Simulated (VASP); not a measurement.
# GeCN₂: optical spectrum of independent particles, by functional and spin-orbit coupling

GeCN₂, R-3m (no. 166), 4 atoms in the cell.

| Functional | Spin-orbit coupling | ε at zero frequency, electronic | Mean energy of the absorption, weighted by Im ε (eV) | Direct gap on the mesh (eV) | Time (s) |
|---|---|---|---|---|---|
| PBE | no | 9.92 | 6.57 | 1.98 | 40 |
| LDA | no | 10.30 | 6.46 | 1.78 | 39 |
| PBEsol | no | 10.23 | 6.50 | 1.85 | 38 |
| r2SCAN | no | 9.16 | 6.88 | 2.15 | 181 |
| TB-mBJ | no | 7.31 | 7.55 | 2.46 | 246 |
| AM05 | no | 10.13 | 6.53 | 1.95 | 46 |
| PBE | yes | 9.94 | 6.57 | 1.98 | 204 |
| TB-mBJ | yes | 7.42 | 7.50 | 2.44 | 1646 |

Limits: The 8×8×8 mesh is coarse for a spectrum: peaks stand apart that a denser mesh merges, and ε at zero frequency can be far too high; the pull between electron and hole is left out; rows 1, 2, 3, 4, 6, 7: the onset follows the functional's gap, which semilocal functionals usually make too small; ε is the mean of a tensor that differs by direction.

## Input of the first row

INCAR:
```
SYSTEM = GeCN2
PREC = Accurate
ENCUT = 460
ISMEAR = 0
SIGMA = 0.02
EDIFF = 1E-7
LASPH = .TRUE.
KPAR = 4
LWAVE = .TRUE.
LCHARG = .FALSE.
LOPTICS = .TRUE.
ALGO = Normal
NBANDS = 38
NEDOS = 2000
CSHIFT = 0.1
GGA = PE
```

KPOINTS:
```
k-points
0
Gamma
  8 8 8
```

POSCAR:
```
GeCN2
1.0
    1.7937903697      1.0356453528      4.9219572124
   -1.7937903697      1.0356453528      4.9219572124
    0.0000000000     -2.0712907056      4.9219572124
Ge N C
1 2 1
Direct
    0.0000000000      0.0000000000      0.0000000000
    0.5839044000      0.5839044000      0.5839044000
    0.4160956000      0.4160956000      0.4160956000
    0.5000000000      0.5000000000      0.5000000000
```

Commands:
```
cat potpaw_PBE.64/Ge_d/POTCAR potpaw_PBE.64/N/POTCAR potpaw_PBE.64/C/POTCAR > POTCAR
mpirun -np 4 vasp_std > vasp.out
```

Changes of row 7 against the first:
```
- NBANDS = 38
+ NBANDS = 76
+ LSORBIT = True
+ MAGMOM = 12*0
+ GGA_COMPAT = False
- vasp_std
+ vasp_ncl
```

VASP 6.6.1 took 40 s on 4 cores (Intel Xeon 6975P-C (Granite Rapids)), a shared host.
